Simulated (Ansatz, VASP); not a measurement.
## NbP in two plane-wave programs

Aim: how closely do two programs agree when they are given the same cell, functional and k mesh?

Calculated with Ansatz 0.2.0; plane waves, with VASP 6.6.1 beside it; single point at PBEsol.

## Step 1: The starting structure

It takes space group I4_1md (No. 109, tetragonal). The conventional cell has a = 3.350 Å, b = 3.350 Å, c = 11.480 Å, α = 90.00°, β = 90.00°, γ = 90.00°. Nearest to Nb lie 6 P at 2.55 Å. P has 6 Nb at 2.55 Å nearest. Farther neighbours are not listed.

Coordinates:

```cif
data_structure
_symmetry_space_group_name_H-M 'P 1'
_symmetry_Int_Tables_number 1
_cell_length_a 6.2096
_cell_length_b 6.2096
_cell_length_c 6.2096
_cell_angle_alpha 148.704
_cell_angle_beta 148.704
_cell_angle_gamma 44.848
_cell_volume 64.41
loop_
_atom_site_label
_atom_site_type_symbol
_atom_site_fract_x
_atom_site_fract_y
_atom_site_fract_z
_atom_site_occupancy
Nb1 Nb 0.74988 0.74988 0.00000 1
Nb2 Nb 0.49988 0.99988 0.50000 1
P3 P 0.33275 0.33275 0.00000 1
P4 P 0.08275 0.58275 0.50000 1
```

## Step 2: VASP: single point, PBEsol

A single point gives forces, pressure and levels at one fixed geometry, so differences don't come from the geometry; what else differs is listed under the comparison.

Lines of VASP's logs that name or quote its potential files are left out, and so is its time.

File INCAR:

```
SYSTEM = NbP
PREC = Accurate
ENCUT = 400
EDIFF = 1E-06
NELM = 100
ISMEAR = -1
SIGMA = 0.05
LREAL = .FALSE.
ALGO = Normal
GGA = PS
NBANDS = 24
LASPH = .TRUE.
LORBIT = 11
LWAVE = .FALSE.
LCHARG = .TRUE.
ISIF = 2
LELF = .TRUE.
LVHAR = .TRUE.
```

File POSCAR:

```
NbP
1.0
   -1.6749232544      1.6749232544      5.7401081759
    1.6749232544     -1.6749232544      5.7401081759
    1.6749232544      1.6749232544     -5.7401081759
Nb P
2 2
Direct
    0.7498808000      0.7498808000      0.0000000000
    0.4998808000      0.9998808000      0.5000000000
    0.3327477700      0.3327477700      0.0000000000
    0.0827477800      0.5827477800      0.5000000000
```

File KPOINTS:

```
Automatic mesh
0
Gamma
8 8 8
0 0 0
```

PAW data sets: Nb_sv and P (PBE family, release 64).

Run with:

```bash
$ mpirun -np 4 vasp_std
```

Numbers of over 12 decimals in the logs are rounded to 6 here.

What it wrote:

```text
[banner, memory and clock lines left out]
running    4 mpi-ranks, on    1 nodes
 distrk:  each k-point on    4 cores,    1 groups
 distr:  one band on    1 cores,    4 groups

 POSCAR found type information on POSCAR NbP
 POSCAR found :  2 types and       4 ions
|                                                                             |
|               ----> ADVICE to this user running VASP <----                  |
|                                                                             |
|     You enforced a specific xc type in the INCAR file but a different       |
|     [... a line on the potential file left out ...]
|     I HOPE YOU KNOW WHAT YOU ARE DOING!                                     |
|                                                                             |

 LDA part: xc-table for (Slater+PW92), standard interpolation
 POSCAR, INCAR and KPOINTS ok, starting setup
 FFT: planning ... GRIDC
 FFT: planning ... GRID_SOFT
 FFT: planning ... GRID
 WAVECAR not read
 entering main loop
       N       E                     dE             d eps       ncg     rms          rms(c)
DAV:   1     0.284512200195E+03    0.28451E+03   -0.17115E+04  2832   0.123E+03
DAV:   2    -0.160312569096E+02   -0.30054E+03   -0.29428E+03  3488   0.457E+02
DAV:   3    -0.389665926653E+02   -0.22935E+02   -0.22686E+02  5280   0.923E+01
DAV:   4    -0.401795025638E+02   -0.12129E+01   -0.12099E+01  4144   0.189E+01
DAV:   5    -0.402274134012E+02   -0.47911E-01   -0.47901E-01  4784   0.387E+00    0.132E+01
DAV:   6    -0.378051825747E+02    0.24222E+01   -0.10783E+01  4248   0.207E+01    0.470E+00
DAV:   7    -0.377948401437E+02    0.10342E-01   -0.63839E-01  4624   0.421E+00    0.288E+00
DAV:   8    -0.377819038649E+02    0.12936E-01   -0.70042E-02  4056   0.168E+00    0.440E-01
DAV:   9    -0.377819679704E+02   -0.64105E-04   -0.89293E-03  4944   0.558E-01    0.296E-01
DAV:  10    -0.377821102815E+02   -0.14231E-03   -0.16319E-03  3696   0.394E-01    0.595E-02
DAV:  11    -0.377820818657E+02    0.28416E-04   -0.12412E-04  3856   0.908E-02    0.221E-02
DAV:  12    -0.377820804156E+02    0.14501E-05   -0.79262E-06  4224   0.256E-02    0.531E-03
DAV:  13    -0.377820799960E+02    0.41961E-06   -0.31992E-07  2816   0.558E-03
   1 F= -.37782080E+02 E0= -.37778251E+02  d E =-.765710E-02
```

From OUTCAR (step 2):

```text
ion  position               nearest neighbor table
   1  0.750  0.750  0.000-   4 2.55   4 2.55   3 2.55   3 2.55   3 2.55   3 2.55
   2  0.500  1.000  0.500-   3 2.55   3 2.55   4 2.55   4 2.55   4 2.55   4 2.55
   3  0.333  0.333  0.000-   2 2.55   2 2.55   1 2.55   1 2.55   1 2.55   1 2.55
   4  0.083  0.583  0.500-   1 2.55   1 2.55   2 2.55   2 2.55   2 2.55   2 2.55

  LATTYP: Found a body centered tetragonal cell.
 ALAT       =     3.3498465088
 C/A-ratio  =     3.4270872775

 Subroutine GETGRP returns: Found  8 space group operations
 (whereof  4 operations were pure point group operations)

The static configuration has the point symmetry C_2v.
 The point group associated with its full space group is C_4v.

 Found     59 irreducible k-points:

   k-points           NKPTS =     59   k-points in BZ     NKDIM =     59   number of bands    NBANDS=     24

   dimension x,y,z NGX =    42 NGY =   42 NGZ =   42
   dimension x,y,z NGXF=    84 NGYF=   84 NGZF=   84

   ENCUT  =  400.0 eV  29.40 Ry    5.42 a.u.  10.13 10.13 10.13*2*pi/ulx,y,z

   NELECT =      36.0000    total number of electrons

 k-points in reciprocal lattice and weights: Automatic mesh
   0.00000000  0.00000000  0.00000000       0.002
   0.12500000 -0.00000000  0.00000000       0.016
   0.25000000 -0.00000000  0.00000000       0.016
   0.37500000  0.00000000  0.00000000       0.016
   0.50000000 -0.00000000  0.00000000       0.008
   0.12500000  0.12500000  0.00000000       0.016
   0.25000000  0.12500000  0.00000000       0.031
   0.37500000  0.12500000  0.00000000       0.031
   0.50000000  0.12500000  0.00000000       0.031
[...]
-0.37500000 -0.37500000  0.37500000       0.004
   0.50000000  0.50000000  0.50000000       0.002

 average (electrostatic) potential at core
       1 -77.9988       2 -77.9988       3 -77.8464       4 -77.8464

 E-fermi :  10.4520

 k-point     1 :       0.0000    0.0000    0.0000
  band No.  band energies     occupation
    ...
     14       8.2369      2.00000
     15       8.3075      2.00000
     16       8.7309      2.00000
     17       9.1125      2.00000
     18       9.1125      2.00000
     19      11.2906      0.00000
     20      12.0549      0.00000
     21      13.1041      0.00000
     22      13.6055      0.00000
     23      13.6055      0.00000
    ...

 k-point     2 :       0.1250   -0.0000    0.0000
  band No.  band energies     occupation
    ...
     14       8.0834      2.00000
     15       8.4315      2.00000
     16       8.6668      2.00000
     17       9.0244      2.00000
     18       9.3264      2.00000
     19      11.0505      0.00001
     20      11.7064      0.00000
     21      12.6975      0.00000
     22      13.3674      0.00000
     23      13.7658      0.00000
    ...

 k-point     3 :       0.2500   -0.0000    0.0000
  band No.  band energies     occupation
    ...
     14       7.7448      2.00000
     15       8.6536      2.00000
     16       8.6616      2.00000
     17       8.8198      2.00000
     18       9.8837      1.99998
     19      10.7405      0.00621
     20      11.5597      0.00000
     21      12.0879      0.00000
     22      12.9653      0.00000
     23      13.5734      0.00000
    ...

  Total       -2.7278305     -2.7278305     -2.6959365      0.0000000      0.0000000      0.0000000
  in kB      -67.8512836    -67.8512836    -67.0579620      0.0000000      0.0000000      0.0000000
  external PRESSURE =     -67.5868430 kB  Pullay stress =       0.0000000 kB

  energy-cutoff  :      400.00
  volume of cell :       64.41
      direct lattice vectors                 reciprocal lattice vectors
    -1.674923254  1.674923254  5.740108176     0.000000000  0.298521140  0.087106372
     1.674923254 -1.674923254  5.740108176     0.298521140  0.000000000  0.087106372
     1.674923254  1.674923254 -5.740108176     0.298521140  0.298521140  0.000000000

 POSITION                                       TOTAL-FORCE (eV/Angst)
 -----------------------------------------------------------------------------------
      0.00000      0.00000      8.60879         0.000000     -0.000000      0.018721
      1.67492      0.00000      5.73874        -0.000000      0.000000      0.018721
      0.00000      0.00000      3.82002         0.000000     -0.000000     -0.018721
      1.67492      0.00000      0.94996        -0.000000      0.000000     -0.018721
 -----------------------------------------------------------------------------------
    total drift:                               -0.000000     -0.000000      0.000170

  FREE ENERGIE OF THE ION-ELECTRON SYSTEM (eV)
  ---------------------------------------------------
  free  energy   TOTEN  =       -37.7820799960 eV

  energy  without entropy=      -37.7744228960  energy(sigma->0) =      -37.77825145

 total charge
# of ion       s       p       d       tot
------------------------------------------
    1        2.154   6.026   2.469  10.650
    2        2.154   6.026   2.469  10.650
    3        1.017   1.517   0.000   2.533
    4        1.017   1.517   0.000   2.533
--------------------------------------------------
tot          6.342  15.086   4.939  26.367

[... 3 further parts left out ...]
```

At this level the cell is under a tension of 6.8 GPa, so at these settings it is away from equilibrium.

## Step 3: Ansatz: single point, PBEsol

Ansatz runs on its default PAW (the set named soft_2) files.

The same cell, functional, mesh and smearing now go to Ansatz, which takes its cutoff from its data sets.

File input.yaml:

```yaml
crystal:
  lattice:
    - [-1.6749232544, 1.6749232544, 5.7401081759]
    - [1.6749232544, -1.6749232544, 5.7401081759]
    - [1.6749232544, 1.6749232544, -5.7401081759]
  atoms:
    - { symbol: Nb, position: [0.7498808, 0.7498808, 0.0] }
    - { symbol: Nb, position: [0.4998808, 0.9998808, 0.5] }
    - { symbol: P, position: [0.33274777, 0.33274777, 0.0] }
    - { symbol: P, position: [0.08274778, 0.58274778, 0.5] }
hamiltonian:
  xc: pbesol
  pseudopotentials: { kind: paw }
kpoints:
  mp_grid: { grid: [8, 8, 8] }
scf:
  occupations: { method: fermi_dirac, width: 0.05 }
  n_extra_bands: 5
output:
  forces: true
  stress: true
  eigenvalues: true
```

Run with:

```bash
$ ansatz run input.yaml --threads 2 --pin off --max-ram 4608MiB --backend cpu --events-out ev --progress --plain --runs-dir out
```

What it wrote:

```text
basis.fft_grid_basis auto: the FFT boxes are laid along the combinations [[1, 0, 1], [0, 1, 1], [0, 0, 1]] of the cell's own vectors, 3.350, 3.350 and 6.210 Å long. The dense box has 24×24×45 points. Along the cell's own vectors, as sized, it would have 45×45×45, 3.52 times as many. Of the 8 symmetry operations that the crystal satisfies within crystal.symmetry.tolerance (time reversal apart; of a slab, those that ke [...]
scf.n_extra_bands = 5 over 18 filled bands (N_el = 36.0): the run solves 23 bands
Engine: ansatz 0.2.0, aarch64-unknown-linux-gnu
Pseudopotentials: kind: paw
Pseudopotential: Nb, paw, valence charge 13, recommended cutoff 420 eV (normal), Nb.paw.azcp
Pseudopotential: P, paw, valence charge 5, recommended cutoff 420 eV (normal), P.paw.azcp
Functional definition: PBEsol
  exchange = pbesol_x
  correlation = pbesol_c
Crystal: 4 atoms, lattice volume = 64.412 Å³
Basis set: ecut = 420 eV, 1231 PW (Γ), FFT grids on a1+a3, a2+a3, a3, exchange–correlation on 48×48×90 points (8 copies of the dense FFT grid, shifted against one another)
Bands: 23, of which v1, the nominal top of the filled ones, is band 18 counted from 1 (17 counted from 0)
Symmetry: 8 space group operations
Space group: I41md (ITA 109), of the structure as read, at distance tolerance 4.0e-5 Å
k-points: 59 of 512 (time reversal used)
Non-local potential: Nb, projectors of the file, l = 0: 3, l = 1: 2, l = 2: 2, l = 3: 1
Non-local potential: P, projectors of the file, l = 0: 2, l = 1: 2, l = 2: 2
PAW form: soft (Blöchl's): semilocal exchange-correlation on the pseudo side does not see the compensation charge
PAW frozen core: Nb, regenerated for the run's functional, and the local potential with it (the file was generated under x = pbe(κ = 0.804, μ = 0.219515), c = pbe(β = 0.066725))
PAW frozen core: P, regenerated for the run's functional, and the local potential with it (the file was generated under x = pbe(κ = 0.804, μ = 0.219515), c = pbe(β = 0.066725))
PAW one-centre angular grid: Nb, 590 points (default); XC on 64 Gauss nodes
PAW one-centre angular grid: P, 110 points (default); XC on 64 Gauss nodes
Initial density: superposition of atomic densities (neutral atoms: chi_scale 0, normalization atom), corrected by the library's trained network
Initial wavefunctions: pseudopotential atomic-orbital guess
Functional: x = pbesol(κ = 0.804, μ = 0.123457), c = pbesol(β = 0.046)
SCF iter   1: F=—  HF=-10475.358856 eV  |F-HF|=—  |Δ(HF+E_count)|=         —  Δρ=8.35e-3  dr2=2.79e-2  ethr=1.77e-3  ⟨swp⟩=6.1  Hψ=6848  notcnv=0
preconditioner: auto → Kerker (q_TF=auto, 2.476 Å⁻¹)  [metal: Δε(μ)=0.037 eV  Ē_g=6.812 eV  σ=0.050 eV  W_gap=0.18  n_scr=12 (ndim 8)  ℏωp=20.7 eV  f_vac=0.000  D(μ)=0.89/eV (n_scr^D=2)]
SCF iter   2: F=—  HF=-10475.355501 eV  |F-HF|=—  |Δ(HF+E_count)|=   3.36e-3  Δρ=4.70e-3  dr2=8.60e-3  ethr=7.76e-5  ⟨swp⟩=1.4  Hψ=1869  notcnv=0
SCF iter   3: F=—  HF=-10475.354392 eV  |F-HF|=—  |Δ(HF+E_count)|=   1.11e-3  Δρ=6.27e-4  dr2=2.74e-4  ethr=2.39e-5  ⟨swp⟩=2.6  Hψ=2073  notcnv=0
SCF iter   4: F=—  HF=-10475.354333 eV  |F-HF|=—  |Δ(HF+E_count)|=   5.88e-5  Δρ=1.12e-4  dr2=7.43e-6  ethr=7.61e-7  ⟨swp⟩=2.3  Hψ=1774  notcnv=0
SCF iter   5: F=—  HF=-10475.354330 eV  |F-HF|=—  |Δ(HF+E_count)|=   3.17e-6  Δρ=1.88e-5  dr2=2.31e-7  ethr=2.07e-8  ⟨swp⟩=2.4  Hψ=1999  notcnv=0
SCF iter   6: F=-10475.354330 eV  HF=-10475.354330 eV  |F-HF|=7.79e-10  |Δ(HF+E_count)|=   2.04e-8  Δρ=4.02e-6  dr2=8.38e-9  ethr=2.78e-10  ⟨swp⟩=5.8  Hψ=5566  notcnv=0
SCF 1 converged in 6 iterations: F = -10475.354330 eV  dr2 = 8.38e-9
  greatest PAW one-centre occupation: 0.998 electrons in one spin orbital (limit 2), on the Nb atom at site 1 (counted from 0), in its partial waves of l = 0
SCF converged after 6 iterations
Free energy (F): -10475.354330 eV
Harris-Foulkes:  -10475.354330 eV  (|F-HF|=7.79e-10)
Internal energy: -10475.346638 eV  (E = F + TS)
E sigma→0 (E₀):  -10475.350484 eV
Entropy (-TS):   -0.007692 eV (-1.923 meV/atom)
Fermi energy:    14.734253 eV
--- Per-component energies (eV) ---
  E_band       = -150.081406
  E_kinetic    = 932.519766
  E_local      = -1730.822337  (includes V_loc(G=0)·N_el)
  E_nonlocal   = 308.586613
  E_hartree    = 560.752848
  E_xc         = -473.861982
  E_vxc        = -550.218136  (∫ρ·V_xc dr)
  E_paw        = -7143.137580  (= ΣΔE_a)
  E_vpaw       = -231.652175  (= ΣTr[D̂ρ^β])
  E_aug_tail   = 0.000020  (compensation charges beyond the density's cutoff)
  E_ewald      = -2929.853596
  E_core_change = 0.469610  (= ΣΔE_core)
  E_smearing   = -0.007692  (= −TS)
  E_closure    = 0.000000  (closes the sum)
  Σ components = -10475.354330   (vs F -10475.354330, Δ=0.00e0)
--- Forces (eV/Å), atoms counted from 1 ---
  atom   1  Nb    -0.00000000    -0.00000000     0.01890681
  atom   2  Nb     0.00000000     0.00000000     0.01890681
  atom   3  P     -0.00000000    -0.00000000    -0.01890137
  atom   4  P      0.00000000    -0.00000000    -0.01890137
  max |Σ_I F_I| component: 1.09e-5 eV/Å
--- Stress (GPa, compression-positive) ---
       -6.347416      -0.000000      -0.000000
       -0.000000      -6.347416      -0.000000
       -0.000000      -0.000000      -6.272200
  P = ⅓ Tr σ = -6.3223 GPa (-63.223 kbar)
--- Band table (eV; the first three rows and the last of 59) ---
  k-point 0: bands = [... 14 lower, 12.5933, 13.0155, 13.3980, 13.3980, 15.5717, 16.3369, 17.3834, 17.8865, ... 1 higher]
  k-point 1: bands = [... 14 lower, 12.2449, 12.9365, 13.6425, 13.7461, 15.1008, 15.4975, 17.2358, 17.5384, ... 1 higher]
  k-point 2: bands = [... 14 lower, 11.6217, 12.7916, 14.0407, 14.1429, 14.8810, 15.9009, 16.6534, 18.0416, ... 1 higher]
  k-point 58: bands = [... 14 lower, 12.0607, 12.0607, 14.2384, 14.2384, 15.9292, 15.9292, 17.0373, 17.0373, ... 1 higher]
```

It took 6.5 s on 2 threads of Arm Neoverse N1, shared host; peak memory 0.39 GiB; 13 s of CPU time.

The column dr2 measures how far the density is from self-consistency, as an energy; F and HF (Harris–Foulkes) agree once it is small.

The run ends at a pressure of -6.32 GPa, with forces up to 0.019 eV/Å.

## Step 4: Differences

Known differences besides the potentials themselves: the cutoff is 420 eV in Ansatz and 400 eV in VASP; Ansatz makes its cores anew for this functional, VASP keeps those of its PBE data sets. Total energies have different zeros and are not compared.

Both answers:

```csv
quantity,Ansatz,VASP,difference
pressure (GPa),-6.32,-6.76,+0.44
```

## Step 5: What came out

```yaml
difference_in_pressure_single_point_pbesol: 0.44 GPa
```

**Reading.** The difference in pressure is 0.44 GPa (single point, PBEsol), within the 1 GPa picked in this series as the mark of a large difference. 1 further run of this series is not shown here. Such differences can come from data sets, numerical settings and the points named under the comparisons, not from the functional's error against experiment.

[Lines on the potential files, build, host, timing and source positions are cut from VASP's logs without a mark.]

[Logs are printed without paths, hosts, clocks, repeated set-up lines and the standing remarks that a program may print on its own settings, such as how far it seeks lower states.]

[Hosts, paths, dates, database ids (printed as entryN), source tags and the programs' standing remarks are cut or masked in the printed files.]
